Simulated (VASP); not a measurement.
Input:

```
CELL_PARAMETERS angstrom
      2.88000     0.00000     0.00000
      0.00000     2.88000     0.00000
      0.00000     0.00000     2.88000
ATOMIC_POSITIONS crystal
  Cr 0.00000 0.00000 0.00000
  Cr 0.50000 0.50000 0.50000
```
Starting moments (μB, in the order of the record's atoms Cr Cr): 1.5 -1.5.

Level of theory: PBE GGA with D3 dispersion (Becke-Johnson damping), VASP's PBE PAW potentials (set 64) (plane waves; VASP). Run with 520 eV cut-off, 11×11×11 Γ-centred mesh, first-order Methfessel-Paxton smearing of 0.10 eV, potentials Cr_pv.

Energy and stress use the plane-wave basis of the starting cell.

Task: The ions, cell shape and volume are relaxed. Which structure does the run end with?

Result: 
```
CELL_PARAMETERS angstrom
      2.83277     0.00000     0.00000
      0.00000     2.83277     0.00000
      0.00000     0.00000     2.83277
ATOMIC_POSITIONS crystal
  Cr 0.00000 0.00000 0.00000
  Cr 0.50000 0.50000 0.50000
```
Space group Im-3m (229), at a tolerance of 0.03 Å. The cell ends with 0.00 μB, on the sites 0.90 -0.90 μB.

Task: How do energy and volume change from the first to the last step?

Result: The energy (σ→0) changes by -18.6 meV/atom and the volume by -4.8 %, in 3 ionic steps.

```tsv
step	E(σ→0) (eV)	max force (eV/Å)	pressure (GPa)	volume (Å³)
1	-20.0189	0.000	-9.46	23.89
2	-20.0076	0.000	13.66	21.53
3	-20.0561	0.000	-0.11	22.73
```

The compound is Cr in the bcc, AFM order structure. This run relaxes it. Symmetry was kept, so distortions that lower it aren't found.
